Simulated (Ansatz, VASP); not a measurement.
**TcF2 in two plane-wave programs**

Aim: how closely do two programs agree when they are given the same cell, functional and k mesh? The structure shown is the start of the Ansatz relaxation below; VASP solves that cell, so the two are compared at the walk's first step.

Main program and level: Ansatz 0.2.0; plane waves, with VASP 6.6.1 beside it; single point at PBE.

### 1. Set-up

The cell holds 3 atoms: 1 Tc and 2 F. Cell: a = 3.080 Å, b = 3.080 Å, c = 28.981 Å, α = 90.0°, β = 90.0°, γ = 120.0°. Vacuum lies along c. The height across the vacuum is the one that the program set for its solve, not the one typed.

### 2. Ansatz: relaxation, PBE

Ansatz runs on its default PAW (the set named soft_2) files.

The two programs are compared at the cell with which this relaxation starts, whose forces are those of its first step.

File input.yaml:

```yaml
crystal:
  lattice:
    - [3.08, 0.0, 0.0]
    - [-1.54, 2.6673582437, 0.0]
    - [0.0, 0.0, 18.5906498541]
  atoms:
    - { symbol: Tc, position: [0.0, 0.0, 0.5] }
    - { symbol: F, position: [0.3333333333, 0.6666666667, 0.569676151] }
    - { symbol: F, position: [0.6666666667, 0.3333333333, 0.430323849] }
  periodic: [true, true, false]
kpoints:
  mp_grid: { grid: [9, 9, 1] }
hamiltonian:
  xc: pbe
scf:
  occupations: { method: fermi_dirac, width: 0.02 }
relax:
  f_tol: 0.01
  max_steps: 80
  cell: {}
```

Command:

```console
$ ansatz run input.yaml --threads 4 --pin off --max-ram 14745MiB --backend cpu --events-out ev --progress --plain --runs-dir out
```

Numbers of over 12 decimals in the logs are rounded to 6 here.

What it wrote:

```text
Warning: crystal.periodic: the lattice vector that does not repeat stood 0.000° off the slab's normal, 18.591 Å along it as the deck builds it. The run solves the slab on a vector along the normal, 28.981 Å long, with every atom where it was (on the deck's vector they left 16.00 Å outside them, and the widest stretch free of ions among them is 1.30 Å). A fractional position that the run reports is one of the run's ce [...]
crystal.periodic: the lattice vector that does not repeat stood 0.000° off the slab's normal, 18.591 Å along it as the deck builds it. The run solves the slab on a vector along the normal, 28.981 Å long, with every atom where it was (on the deck's vector they left 16.00 Å outside them, and the widest stretch free of ions among them is 1.30 Å). A fractional position that the run reports is one of the run's cell, which [...]
Engine: ansatz 0.2.0, aarch64-unknown-linux-gnu
Pseudopotentials: kind: paw
Pseudopotential: Tc, paw, valence charge 15, recommended cutoff 500 eV (normal), Tc.paw.azcp
Pseudopotential: F, paw, valence charge 7, recommended cutoff 420 eV (normal), F.paw.azcp
Functional definition: PBE
  parameter kappa = 0.804
  parameter beta = 0.066725
  exchange = pbe_x(kappa = kappa, mu = beta*pi^2/3)
  correlation = pbe_c(beta = beta)
Crystal: 3 atoms, lattice volume = 238.095 Å³
Basis set: ecut = 500 eV, 6117 PW (Γ), exchange–correlation on 48×48×432 points (8 copies of the dense FFT grid, shifted against one another)
Bands: 19, of which v1, the nominal top of the filled ones, is band 15 counted from 1 (14 counted from 0)
Symmetry: 12 space group operations
Space group: P-3m1 (ITA 164), of the structure as read, at distance tolerance 6.2e-5 Å
k-points: 12 of 81
Non-local potential: Tc, projectors of the file, l = 0: 3, l = 1: 3, l = 2: 2, l = 3: 2
Non-local potential: F, projectors of the file, l = 0: 2, l = 1: 2, l = 2: 1
PAW form: soft (Blöchl's): semilocal exchange-correlation on the pseudo side does not see the compensation charge
PAW one-centre angular grid: Tc, 590 points (default); XC on 64 Gauss nodes
PAW one-centre angular grid: F, 110 points (default); XC on 64 Gauss nodes
Initial density: superposition of atomic densities (neutral atoms: chi_scale 0, normalization atom)
Initial wavefunctions: pseudopotential atomic-orbital guess
Functional: x = pbe(κ = 0.804, μ = 0.219515), c = pbe(β = 0.066725)
SCF iter   1: F=—  HF=-7012.450801 eV  |F-HF|=—  |Δ(HF+E_count)|=         —  Δρ=4.73e-2  dr2=2.22e0  ethr=3.10e-3  ⟨swp⟩=12.0  Hψ=1741  notcnv=0
preconditioner: auto → LDOS  [insulator: Δε(μ)=0.049 eV  Ē_g=8.884 eV  σ=0.020 eV  W_gap=0.54  n_scr=16 (ndim 8)  ℏωp=9.9 eV  f_vac=0.807  D(μ)=5.80/eV (n_scr^D=18)  ε∞_Penn≈2.2  β→1.0]
SCF iter   2: F=—  HF=-7012.091148 eV  |F-HF|=—  |Δ(HF+E_count)|=   3.60e-1  Δρ=2.00e-2  dr2=4.40e-1  ethr=3.10e-3  ⟨swp⟩=3.9  Hψ=672  notcnv=0
[...]
SCF iter   7: F=—  HF=-7012.232052 eV  |F-HF|=—  |Δ(HF+E_count)|=   2.54e-5  Δρ=3.30e-5  dr2=8.46e-7  ethr=1.61e-7  ⟨swp⟩=3.4  Hψ=545  notcnv=0
SCF iter   8: F=-7012.232053 eV  HF=-7012.232053 eV  |F-HF|=8.84e-8  |Δ(HF+E_count)|=   1.40e-7  Δρ=4.53e-6  dr2=2.23e-8  ethr=1.03e-9  ⟨swp⟩=8.1  Hψ=1230  notcnv=0
SCF 3 converged in 8 iterations: F = -7012.232053 eV  dr2 = 2.23e-8
  greatest PAW one-centre occupation: 0.989 electrons in one spin orbital (limit 2), on the Tc atom at site 0 (counted from 0), in its partial waves of l = 0
relax step   3: F+E_penalty+E_count = -7012.23205262 eV  Δ(F+E_penalty+E_count) = -4.494e-2 eV  max|allowed force component| = 9.317e-2 eV/Å  Δτ_max = 0.0911 Å  P = +1.149 N/m  Ω = 198.412 Å³  energy of the carried Pulay correction = +7.768e-4 eV  fix = [c, alpha, beta]  reactions: c +0.000 N/m  (8 SCF iters, dr2 threshold 3.00e-7 eV, accepted)
[...]
relax step   4: F+E_penalty+E_count = -7012.23467972 eV  Δ(F+E_penalty+E_count) = -2.627e-3 eV  max|allowed force component| = 1.244e-2 eV/Å  Δτ_max = 0.0123 Å  P = -0.183 N/m  Ω = 202.713 Å³  energy of the carried Pulay correction = +6.858e-4 eV  fix = [c, alpha, beta]  reactions: c -0.000 N/m  (8 SCF iters, dr2 threshold 3.00e-7 eV, accepted)
[...]
relax step   5: F+E_penalty+E_count = -7012.23508153 eV  Δ(F+E_penalty+E_count) = -4.018e-4 eV  max|allowed force component| = 6.481e-3 eV/Å  Δτ_max = 0.0060 Å  P = -0.041 N/m  Ω = 201.666 Å³  energy of the carried Pulay correction = +7.078e-4 eV  fix = [c, alpha, beta]  reactions: c -0.000 N/m  (7 SCF iters, dr2 threshold 5.30e-8 eV, accepted)
[...]
relax step   6: F+E_penalty+E_count = -7012.23376352 eV  Δ(F+E_penalty+E_count) = +1.318e-3 eV  max|allowed force component| = 6.990e-3 eV/Å  Δτ_max = 0.0000 Å  P = -0.024 N/m  Ω = 201.666 Å³  fix = [c, alpha, beta]  reactions: c -0.000 N/m  stress off target by 2.39e-2 N/m on what of the cell is left free  SCF on the basis re-selected at this cell (its energy is not comparable with the rows above)  (9 SCF iters)
basis re-selected at this cell: Δ(F+E_penalty+E_count) = +1.318e-3 eV, ΔP = +0.017 N/m vs the last step (what re-selecting the basis moved, of the pressure what is left beyond the Pulay correction that the steps carried, after the strain that the cell walked since its last selection, with what the two solves' SCF thresholds leave and, on support functions, any second-order correction that the steps lacked; it is no m [...]
SCF converged after 9 iterations
Free energy (F): -7012.233764 eV
Harris-Foulkes:  -7012.233764 eV  (|F-HF|=1.46e-10)
Internal energy: -7012.224238 eV  (E = F + TS)
E sigma→0 (E₀):  -7012.229001 eV
Entropy (-TS):   -0.009525 eV (-3.175 meV/atom)
Fermi energy:    -4.738315 eV
--- Per-component energies (eV) ---
  E_band       = -722.395243
  E_kinetic    = 1036.415893
  E_local      = -68084.345484  (includes V_loc(G=0)·N_el)
  E_nonlocal   = 434.040708
  E_hartree    = 33319.401380
  E_xc         = -396.402997
  E_vxc        = -495.933786  (∫ρ·V_xc dr)
  E_paw        = -3678.879026  (= ΣΔE_a)
  E_vpaw       = -251.377324  (= ΣTr[D̂ρ^β])
  E_aug_tail   = 0.002107  (compensation charges beyond the density's cutoff)
  E_ewald      = 30357.543181
  E_smearing   = -0.009525  (= −TS)
  E_closure    = 0.000000  (closes the sum)
  Σ components = -7012.233764   (vs F -7012.233764, Δ=0.00e0)
--- Forces (eV/Å), atoms counted from 1 ---
  atom   1  Tc     0.00000000     0.00000000     0.00000000
  atom   2  F      0.00000000    -0.00000000     0.00699024
  atom   3  F     -0.00000000     0.00000000    -0.00699024
  max |Σ_I F_I| component: 5.78e-19 eV/Å
--- 2D stress c σ (N/m, compression-positive) ---
       -0.023935       0.000000       0.000000
        0.000000      -0.023935       0.000000
        0.000000       0.000000      -0.000000
  P = ½ c Tr σ = -0.0239 N/m
--- Relaxed structure (5 steps of the walk, 5 accepted, 1 SCFs on fresh bases) ---
  F+E_penalty+E_count = -7012.23376352 eV   max|allowed force component| = 6.990e-3 eV/Å   (the final SCF, on the basis selected at the relaxed cell)
  cell:  # Å, volume = 201.6656 Å³
    - [2.834599, 0, 0]
    - [-1.417299, 2.454835, 0]
    - [0, 0, 28.981300]
  atoms:
    - { symbol: Tc, position: [0, 0, 0.320735] }
    - { symbol: F, position: [0.333333, 0.666667, 0.370031] }
    - { symbol: F, position: [0.666667, 0.333333, 0.271439] }
```

Reading the cycles: dr2 is the Hartree energy of the density residual (eV), the measure of convergence; HF is the Harris–Foulkes estimate of the energy, which meets the free energy F at convergence.

### 3. VASP: single point, PBE, start cell

The same cell, functional, mesh and smearing now go to VASP, with its own data sets.

Lines of VASP's logs that name or quote its potential files are left out, and so is its time.

File INCAR:

```
SYSTEM = TcF2
PREC = Accurate
ENCUT = 520
EDIFF = 1E-06
NELM = 120
ISMEAR = -1
SIGMA = 0.02
LREAL = .FALSE.
ALGO = Normal
GGA = PE
NBANDS = 19
LASPH = .TRUE.
LORBIT = 11
LWAVE = .FALSE.
LCHARG = .FALSE.
ISIF = 2
LDIPOL = .TRUE.
IDIPOL = 3
DIPOL = 0.5 0.5 0.321
LVHAR = .TRUE.
GGA_COMPAT = .FALSE.
NELMDL = -8
```

File POSCAR:

```
TcF2
1.0
    3.0800000000      0.0000000000      0.0000000000
   -1.5400000000      2.6673580000      0.0000000000
    0.0000000000      0.0000000000     28.9813000000
Tc F
1 2
Direct
    0.0000000000      0.0000000000      0.3207352672
    0.3333333958      0.6666667916      0.3654304672
    0.6666666042      0.3333332084      0.2760400672
```

File KPOINTS:

```
Automatic mesh
0
Gamma
9 9 1
0 0 0
```

The projector-augmented-wave data sets are Tc_pv and F (PBE family, release 64).

Command:

```console
$ mpirun -np 1 vasp_std
```

What it wrote:

```text
[banner, memory and clock lines left out]
running    1 mpi-ranks, on    1 nodes
 distrk:  each k-point on    1 cores,    1 groups
 distr:  one band on    1 cores,    1 groups

 POSCAR found type information on POSCAR TcF
 POSCAR found :  2 types and       3 ions
 LDA part: xc-table for (Slater+PW92), standard interpolation
 POSCAR, INCAR and KPOINTS ok, starting setup
 FFT: planning ... GRIDC
 FFT: planning ... GRID_SOFT
 FFT: planning ... GRID
 WAVECAR not read
 entering main loop
       N       E                     dE             d eps       ncg     rms          rms(c)
DAV:   1     0.257316572381E+03    0.25732E+03   -0.12637E+04   600   0.107E+03
DAV:   2     0.107898322898E+01   -0.25624E+03   -0.25031E+03   612   0.278E+02
DAV:   3    -0.179777610237E+02   -0.19057E+02   -0.18682E+02   575   0.892E+01
DAV:   4    -0.183048243922E+02   -0.32706E+00   -0.31246E+00   527   0.107E+01
DAV:   5    -0.183106195756E+02   -0.57952E-02   -0.57922E-02   549   0.120E+00
DAV:   6    -0.183107180414E+02   -0.98466E-04   -0.98463E-04   543   0.132E-01
DAV:   7    -0.183107196738E+02   -0.16323E-05   -0.16323E-05   533   0.147E-02
DAV:   8    -0.183107196979E+02   -0.24146E-07   -0.24146E-07   391   0.209E-03    0.135E+01
DAV:   9    -0.169035352154E+02    0.14072E+01   -0.95876E+00   516   0.253E+01    0.611E+00
DAV:  10    -0.167964322395E+02    0.10710E+00   -0.12129E+00   501   0.102E+01    0.433E+00
DAV:  11    -0.168020574595E+02   -0.56252E-02   -0.15903E-01   498   0.397E+00    0.968E-01
DAV:  12    -0.168000323944E+02    0.20251E-02   -0.16209E-02   504   0.110E+00    0.142E-01
DAV:  13    -0.167997729052E+02    0.25949E-03   -0.18446E-03   491   0.385E-01    0.721E-02
DAV:  14    -0.167997985722E+02   -0.25667E-04   -0.18891E-04   498   0.119E-01    0.214E-02
DAV:  15    -0.167998397155E+02   -0.41143E-04   -0.40660E-05   514   0.587E-02    0.682E-03
DAV:  16    -0.167999019325E+02   -0.62217E-04   -0.85258E-06   500   0.254E-02    0.635E-03
DAV:  17    -0.167999926069E+02   -0.90674E-04   -0.93677E-06   483   0.183E-02    0.341E-03
DAV:  18    -0.168000531522E+02   -0.60545E-04   -0.52374E-06   524   0.106E-02    0.184E-03
DAV:  19    -0.168000708624E+02   -0.17710E-04   -0.74711E-07   453   0.452E-03    0.871E-04
DAV:  20    -0.168000858455E+02   -0.14983E-04   -0.42767E-07   401   0.361E-03    0.683E-04
DAV:  21    -0.168000929222E+02   -0.70767E-05   -0.17107E-07   342   0.194E-03    0.288E-04
DAV:  22    -0.168000961743E+02   -0.32521E-05   -0.84588E-08   347   0.123E-03    0.259E-04
DAV:  23    -0.168000973143E+02   -0.11400E-05   -0.26199E-08   306   0.799E-04    0.127E-04
DAV:  24    -0.168000981176E+02   -0.80327E-06   -0.21592E-08   339   0.532E-04
   1 F= -.16800098E+02 E0= -.16796672E+02  d E =-.685285E-02
```

From OUTCAR (step 3):

```text
ion  position               nearest neighbor table
   1  0.000  0.000  0.321-   2 2.20   3 2.20   3 2.20   2 2.20   3 2.20   2 2.20
   2  0.333  0.667  0.365-   1 2.20   1 2.20   1 2.20
   3  0.667  0.333  0.276-   1 2.20   1 2.20   1 2.20

  LATTYP: Found a hexagonal cell.
 ALAT       =     3.0800000000
 C/A-ratio  =     9.4095129870

 Subroutine GETGRP returns: Found 12 space group operations
 (whereof  6 operations were pure point group operations)

The static configuration has the point symmetry C_3v.
 The point group associated with its full space group is D_3d.

 Found     12 irreducible k-points:

   k-points           NKPTS =     12   k-points in BZ     NKDIM =     12   number of bands    NBANDS=     19

   dimension x,y,z NGX =    24 NGY =   24 NGZ =  216
   dimension x,y,z NGXF=    48 NGYF=   48 NGZF=  432

   ENCUT  =  520.0 eV  38.22 Ry    6.18 a.u.   5.73  5.73 53.89*2*pi/ulx,y,z

   NELECT =      27.0000    total number of electrons

 k-points in reciprocal lattice and weights: Automatic mesh
   0.00000000  0.00000000  0.00000000       0.012
   0.11111111  0.00000000  0.00000000       0.074
   0.22222222  0.00000000  0.00000000       0.074
   0.33333333  0.00000000  0.00000000       0.074
   0.44444444  0.00000000  0.00000000       0.074
   0.11111111  0.11111111  0.00000000       0.074
   0.22222222  0.11111111  0.00000000       0.148
   0.33333333  0.11111111  0.00000000       0.148
   0.44444444  0.11111111  0.00000000       0.074
   0.22222222  0.22222222  0.00000000       0.074
   0.33333333  0.22222222  0.00000000       0.148
   0.33333333  0.33333333  0.00000000       0.025

 dipolmoment           0.000000      0.000000      0.000001 electrons x Angstroem

 average (electrostatic) potential at core
       1 -83.8108       2 -85.0080       3 -85.0080

 E-fermi :  -3.1049

 k-point     1 :       0.0000    0.0000    0.0000
  band No.  band energies     occupation
    ...
     10      -9.3043      2.00000
     11      -9.3043      2.00000
     12      -4.6418      2.00000
     13      -4.4279      2.00000
     14      -4.4279      2.00000
     15      -2.4146      0.00000
     16      -2.4146      0.00000
     17      -2.0000      0.00000
     18       0.8873      0.00000
     19       1.6389      0.00000

 k-point     2 :       0.1111    0.0000    0.0000
  band No.  band energies     occupation
    ...
     10      -9.4722      2.00000
     11      -9.3831      2.00000
     12      -4.6716      2.00000
     13      -4.4445      2.00000
     14      -4.2619      2.00000
     15      -2.5447      0.00000
     16      -2.3542      0.00000
     17      -1.5768      0.00000
     18       1.2701      0.00000
     19       1.8917      0.00000

 k-point     3 :       0.2222    0.0000    0.0000
  band No.  band energies     occupation
    ...
     10      -9.5370      2.00000
     11      -9.4423      2.00000
     12      -5.0204      2.00000
     13      -4.1017      2.00000
     14      -3.8200      2.00000
     15      -2.6606      0.00000
     16      -2.1983      0.00000
     17      -0.5019      0.00000
     18       2.1693      0.00000
     19       2.6422      0.00000

  Total       -2.9597997     -2.9597991     -0.7245741      0.0000000      0.0000000      0.0000000
  in kB      -19.9169581    -19.9169545     -4.8757735      0.0000000      0.0000000      0.0000000
  external PRESSURE =     -14.9032287 kB  Pullay stress =       0.0000000 kB

  energy-cutoff  :      520.00
  volume of cell :      238.09
      direct lattice vectors                 reciprocal lattice vectors
     3.080000000  0.000000000  0.000000000     0.324675325  0.187451403  0.000000000
    -1.540000000  2.667358000  0.000000000     0.000000000  0.374902806  0.000000000
     0.000000000  0.000000000 28.981300000     0.000000000  0.000000000  0.034505008

 POSITION                                       TOTAL-FORCE (eV/Angst)
 -----------------------------------------------------------------------------------
      0.00000      0.00000      9.29532         0.000000      0.000000     -0.000000
     -0.00000      1.77824     10.59065         0.000000      0.000000     -0.240029
      1.54000      0.88912      8.00000        -0.000000      0.000000      0.240029
 -----------------------------------------------------------------------------------
    total drift:                               -0.000000      0.000000     -0.000148

  FREE ENERGIE OF THE ION-ELECTRON SYSTEM (eV)
  ---------------------------------------------------
  free  energy   TOTEN  =       -16.8000981176 eV

  energy  without entropy=      -16.7932452714  energy(sigma->0) =      -16.79667169

 vacuum level on the upper side and lower side of the slab         1.744         1.744

 total charge
# of ion       s       p       d       tot
------------------------------------------
    1        0.201   6.222   5.029  11.453
    2        1.737   4.301   0.000   6.038
    3        1.737   4.301   0.000   6.038
--------------------------------------------------
tot          3.676  14.823   5.029  23.528

[... 3 further parts left out ...]
```

### 4. Side by side

Known differences besides the potentials themselves: Ansatz cuts the interaction across the vacuum, VASP repeats the sheet with a dipole correction; the data sets hold 29 valence electrons in Ansatz (on its default PAW (the set named soft_2) files) and 27 in VASP; the cutoff is 500 eV in Ansatz and 520 eV in VASP. Total energies have different zeros and are not compared.

Forces (eV/Å; atoms numbered as in POSCAR):

| atom | Ansatz x, y, z | VASP x, y, z |
| --- | --- | --- |
| Tc1 | 0.000, 0.000, 0.000 | 0.000, 0.000, 0.000 |
| F2 | 0.000, 0.000, -0.236 | 0.000, 0.000, -0.240 |
| F3 | 0.000, 0.000, 0.236 | 0.000, 0.000, 0.240 |

The forces differ by 1.9 meV/Å r.m.s., which is 1.7 % of the r.m.s. force of 0.113 eV/Å (both taken over all components). With vacuum in the cell, a pressure given here is an average over mostly empty space and none of the material.

### 5. Results

```yaml
r_m_s_force_difference_single_point_pbe_start_cell: 1.9 meV/Å
```

In words: The r.m.s. force difference is 1.9 meV/Å (single point, PBE, start cell), within the 12 meV/Å picked in this series as the mark of a large difference. The data sets hold unlike numbers of valence electrons (29 in Ansatz and 27 in VASP), so part of the differences comes from the potentials. 1 further run of this series is not shown here. Such differences can come from data sets, numerical settings and the points named under the comparisons, not from the functional's error against experiment.

[Lines on the potential files, build, host, timing and source positions are cut from VASP's logs without a mark.]

[Logs are printed without paths, hosts, clocks, repeated set-up lines and the standing remarks that a program may print on its own settings, such as how far it seeks lower states.]

[Hosts, paths, dates, database ids (printed as entryN), source tags and the programs' standing remarks are cut or masked in the printed files.]
